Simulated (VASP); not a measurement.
Input:

```
SrTiO3
1.0
    3.89640     0.00000     0.00000
    0.00000     3.89640     0.00000
    0.00000     0.00000     3.89640
Sr Ti O
1 1 3
Cartesian
  0.00000   0.00000   0.00000
  1.94820   1.94820   1.94820
  1.94820   0.00000   1.94820
  0.00000   1.94820   1.94820
  1.94820   1.94820   0.00000
```

The numbers are results of vdW-DF2, VASP's PBE PAW potentials (set 64) (plane waves; VASP), not measurements. Settings: 520 eV cut-off, 5×5×5 Γ-centred mesh, Gaussian smearing of 0.050 eV, potentials Sr_sv Ti_sv O.

Energy and stress use the plane-wave basis of the starting cell.

Task: The ions, cell shape and volume are relaxed. Give the cell that the relaxation ends in.

Result: 
```
SrTiO3
1.0
    3.99332     0.00000     0.00000
    0.00000     3.99332     0.00000
    0.00000     0.00000     3.99332
Sr Ti O
1 1 3
Cartesian
  0.00000   0.00000   0.00000
  1.99666   1.99666   1.99666
  1.99666   0.00000   1.99666
  0.00000   1.99666   1.99666
  1.99666   1.99666   0.00000
```
Space group Pm-3m (221), at a tolerance of 0.03 Å.

Task: How do energy and volume change from the first to the last step?

Result: The energy (σ→0) changes by -36.8 meV/atom and the volume by +7.6 %, in 3 ionic steps.

The compound is SrTiO3 in the cubic perovskite structure, the ideal cubic form; the compound distorts at low or room temperature. This run relaxes it. Symmetry was kept, so distortions that lower it aren't found.
